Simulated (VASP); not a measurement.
Data:

```yaml
crystal:
  lattice:
    - [0.00000, 1.84608, 1.84608]
    - [1.84608, 0.00000, 1.84608]
    - [1.84608, 1.84608, 0.00000]
  atoms:
    - { symbol: B, position: [0.00000, 0.00000, 0.00000] }
    - { symbol: N, position: [0.25000, 0.25000, 0.25000] }
```

Calculation: optB86b-vdW, VASP's PBE PAW potentials (set 64) (plane waves; VASP). Run with 520 eV cut-off, 12×12×12 Γ-centred mesh, Gaussian smearing of 0.050 eV, potentials B N.

### Question
What does the run give for the energy per atom (σ→0), pressure, band gap (on the k-mesh) with the smallest direct gap where there is one?

### Answer

| Quantity | Result |
|---|---|
| band gap (on the k-mesh) | 4.44 eV |
| smallest direct gap (on the k-mesh) | 8.56 eV |
| energy per atom (σ→0) | -755.3 kJ/mol of atoms |
| pressure | -19.75 GPa |

Only differences to runs with the same potentials and settings are physical.

The compound is BN in the zinc blende structure. This cell is one point of a volume scan, at 1.06 of the reference volume.
